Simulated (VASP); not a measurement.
C, 2 atoms in the cell. The structure is cubic, space group Fd-3m (No. 227). The conventional cell has a = 3.567 Å, b = 3.567 Å, c = 3.567 Å, α = 90.00°, β = 90.00°, γ = 90.00°. Around C (site symmetry -43m) lie 4 C at 1.54 Å. This isn't the form of C at room conditions, which is graphite.

- Program: VASP 6.6.1
- Task: relaxation of cell and atoms
- Functional: PBE
- Potentials or basis: VASP PAW PBE potentials, release 64 (C)
- Cutoff: 520 eV
- k mesh: 14 × 14 × 14
- Occupations: gaussian, width 0.02 eV
- Spin: no spin polarisation
- Further INCAR settings: ALGO = Fast; EDIFF = 0.05; IBRION = 2; EDIFFG = -0.002; NSW = 80; ISIF = 3

Potentials or basis: VASP PAW PBE potentials, release 64 (C).

The run is started by

```console
$ cat potpaw_PBE.64/C/POTCAR > POTCAR
$ mpirun -np 1 vasp_std > vasp.out
```

Hardware: 1 thread of Intel(R) Xeon(R) Platinum 8259CL CPU @ 2.50GHz (Skylake/Cascade Lake), on a shared host.

Question: How long does it take, and how much memory?

Answer: Wall time 26 s on 1 thread of Intel(R) Xeon(R) Platinum 8259CL CPU @ 2.50GHz (Skylake/Cascade Lake) (shared host), peak memory 0.12 GiB. Counts: scf iterations 20, k points 104, ion steps 7.
